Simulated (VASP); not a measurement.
Method: LDA (Ceperley-Alder, Perdew-Zunger), VASP's LDA PAW potentials (set 64) (plane waves; VASP 6.6.1).

Input for VASP

**POSCAR**
```
CsGeBr3
1.0
  3.9692850000   2.2916680000   3.3349700000
 -3.9692850000   2.2916680000   3.3349700000
  0.0000000000  -4.5833360000   3.3349700000
Cs Ge Br
1 1 3
Cart
 -0.0000000000   0.0000000000   0.0130063830
 -0.0000000000  -0.0000000000   4.7731424628
 -1.8925749344  -1.0926787607   3.4670014623
  1.8925749344  -1.0926787607   3.4670014623
 -0.0000000000   2.1853575215   3.4670014623
```

**INCAR**
```
SYSTEM = CsGeBr3
NELM = 100   # most electronic steps
LREAL = .False.
LCHARG = .False.
LWAVE = .False.
ISIF = 2   # forces and stress, cell fixed
ISMEAR = -1   # Fermi-Dirac
PREC = Accurate
LASPH = .True.
ALGO = Normal   # blocked Davidson
LMAXMIX = 4   # l cut-off of mixed one-centre charges
ENCUT = 300
SIGMA = 0.05
EDIFF = 1E-6   # SCF stop (eV)
```

**KPOINTS**
```
Automatic mesh
0
Gamma
3 3 3
0 0 0
```

POTCAR, in this order: Cs_sv Ge_d Br (LDA.64 set). Program: vasp_std.

At this cut-off the stress carries a Pulay error, which pulls relaxed volumes low.

**Question.** Estimate the energy per atom (σ→0), pressure, largest force.

**Answer.** 
```
Quantity                       Result
---------------------  --------------
energy per atom (σ→0)  -3.628 eV/atom
pressure                    -2.31 GPa
largest force              0.234 eV/Å
```

File OSZICAR:
```
...
DAV:   6    -0.181795590768E+02    0.31447E+00   -0.61658E-01   460   0.486E+00    0.342E+00
DAV:   7    -0.181435234615E+02    0.36036E-01   -0.22163E-01   364   0.217E+00    0.103E+00
DAV:   8    -0.181411309011E+02    0.23926E-02   -0.27219E-02   392   0.130E+00    0.149E-01
DAV:   9    -0.181409602214E+02    0.17068E-03   -0.18882E-03   376   0.373E-01    0.587E-02
DAV:  10    -0.181409774381E+02   -0.17217E-04   -0.23011E-04   392   0.961E-02    0.348E-02
DAV:  11    -0.181409768757E+02    0.56231E-06   -0.43649E-05   472   0.528E-02    0.679E-03
DAV:  12    -0.181409763902E+02    0.48559E-06   -0.90300E-06   368   0.170E-02
   1 F= -.18140976E+02 E0= -.18140976E+02  d E =-.249418E-10
```

The structure comes from a computed database's CsGeBr3 entry (R3m); how it stands against other phases isn't given here. The cell was not relaxed at this level. The run is one of a series of settings (GGA removed, POTCAR Cs_sv Ge_d Br (LDA.64 set) against the base run), some of them coarse on purpose.
